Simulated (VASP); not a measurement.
Crystal: Al2GaP3.

```
CELL_PARAMETERS angstrom
2.65804 1.53462 4.50831
-2.65804 1.53462 4.50831
0.00000 -3.06924 4.50831
ATOMIC_POSITIONS crystal
Al 0.12462 0.12462 0.12462
Al 0.87538 0.87538 0.87538
Ga 0.50000 0.50000 0.50000
P 0.00000 0.50000 0.50000
P 0.50000 0.00000 0.50000
P 0.50000 0.50000 0.00000
```

The cell was built by a generator and needn't be a form met in nature.

| Item | Value |
| --- | --- |
| Program | VASP 6.6.1 |
| Task | relaxation of cell and atoms |
| Functional | PBE |
| Potentials or basis | VASP PAW PBE potentials, release 64 (Al, Ga_d, P) |
| Cutoff | 520 eV |
| k mesh | 3 × 3 × 3 |
| Occupations | gaussian, width 0.15 eV |
| Spin | no spin polarisation |

At the start: pressure -4.1 GPa; volume 18.39 Å³/atom.

Question: Where does the relaxation end?

Answer: Over 12 steps the energy falls by 294.2 meV/atom and the volume is 17.48 Å³/atom (-4.9 %); space group R-3m (No. 166, to 0.05 Å).

The path:
| step | energy change (eV) | largest force (eV/Å) | pressure (GPa) | volume (Å³) |
| --- | --- | --- | --- | --- |
| 1 | 0.0000 | 0.0625 | -4.13 | 110.34 |
| 2 | -0.1899 | 0.0444 | -0.15 | 102.90 |
| 3 | -0.2084 | 0.1322 | 1.70 | 100.36 |
| 4 | -0.4049 | 0.5345 | 1.71 | 100.41 |
| 5 | -1.5381 | 0.3185 | 0.78 | 99.75 |
| 6 | -0.2678 | 0.4210 | 17.30 | 95.08 |
| 7 | -1.6876 | 0.1303 | 4.37 | 98.74 |
| 8 | -1.7100 | 0.0309 | 3.35 | 98.98 |
| 9 | -1.7324 | 0.1010 | -1.86 | 109.45 |
| 10 | -1.7639 | 0.0832 | 0.24 | 104.73 |
| 11 | -1.7639 | 0.0838 | -0.06 | 104.85 |
| 12 | -1.7654 | 0.0489 | -0.12 | 104.88 |

Final structure:
```
Al Ga P
1.0
     2.35843    1.36164    5.44350
    -2.35843    1.36164    5.44350
     0.00000   -2.72327    5.44350
Al Ga P
2 1 3
Cartesian
  0.0000 0.0000 2.0640
  0.0000 0.0000 14.2665
  0.0000 0.0000 8.1652
  -1.1792 -0.6808 5.4435
  1.1792 -0.6808 5.4435
  0.0000 1.3616 5.4435
```

Caveat: the k mesh is coarse (spacing up to 0.48 Å⁻¹), so the values aren't converged.
